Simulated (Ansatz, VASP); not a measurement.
# BPd in VASP and in Ansatz

```
CELL_PARAMETERS angstrom
2.47372 0.00000 0.00000
0.00000 2.47372 0.00000
0.00000 0.00000 3.49837
ATOMIC_POSITIONS crystal
B 0.50000 0.50000 0.50000
Pd 0.00000 0.00000 0.00000
```

Alike in both runs: task single point; functional PBE; k mesh 8 × 8 × 6; occupations gaussian, width 0.1 eV; no spin polarisation.

```csv
,VASP,Ansatz
version,VASP 6.6.1,Ansatz 0.2.0
potentials or method,"VASP PAW PBE potentials, release 64 (B, Pd)","scalar-relativistic, plane waves, PAW"
plane-wave cutoff (eV),520,420
valence electrons in the cell,13,21
```

|  | VASP | Ansatz | Ansatz less VASP |
| --- | --- | --- | --- |
| gap on the k mesh at the Fermi level (eV) | none | none | - |
| pressure (GPa) | 9.9 | 10.3 | +0.33 |
| largest component of the traceless stress (GPa) | 29.30 | 29.67 | +0.372 |

A gap of «none» marks a metal or a gap that the smearing closes. The two sets of potentials don't hold the same shells in valence.
